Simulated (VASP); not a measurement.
## Bulk modulus of bcc metals: r2SCAN against PBE

VASP (plane waves, PAW); cells keep the symmetry of their structure type. Static lattice, from a third-order Birch-Murnaghan fit over five volumes at each level.

Here x stands for PBE B0 and y for r2SCAN B0.

```csv
solid,PBE B0 (GPa),r2SCAN B0 (GPa),cut-off (eV)
Cs,2.0,1.8,520
Rb,2.8,2.7,520
Ba,8.6,?,520
Nb,173.4,173.6,520
Ta,194.6,199.4,520
Mo,261.2,274.4,520
W,301.9,311.5,520
```

Q: Fit y against x with a straight line, and predict the withheld value at x = 8.6.

A: With u = x - 156, the rows have u = -154.00, -153.20, 17.40, 38.60, 105.20, 145.90. Means: u -0.016667, y 160.57. About the means, the sum of products is 84357 and the sum of squares of u is 81333; the slope is their ratio. Least squares gives y = 160.58 + 1.03719·u. Residuals (row less fit): 0.95, 1.02, -5.03, -1.22, 4.71, -0.41; standard error 3.57 (degrees of freedom: 4). The slope is 1.04 with a standard error of 0.013. At the withheld row, u = -147.40, so y = 160.58 + 1.03719 × (-147.40) = 7.70 GPa. The calculation gives 8.2 GPa, 0.50 GPa above the prediction (0.2 % of the range of y in the table). The row lies between fitted rows. From the scatter of the fitted rows alone, a prediction at this place has a standard error of 4.28 GPa, so the miss is 0.1 times that.

The rows are a random draw from the solids of this series computed here; series whose standard error about the line passes 12 to 30 % of the range of y, or with no trend, aren't shown in this form.
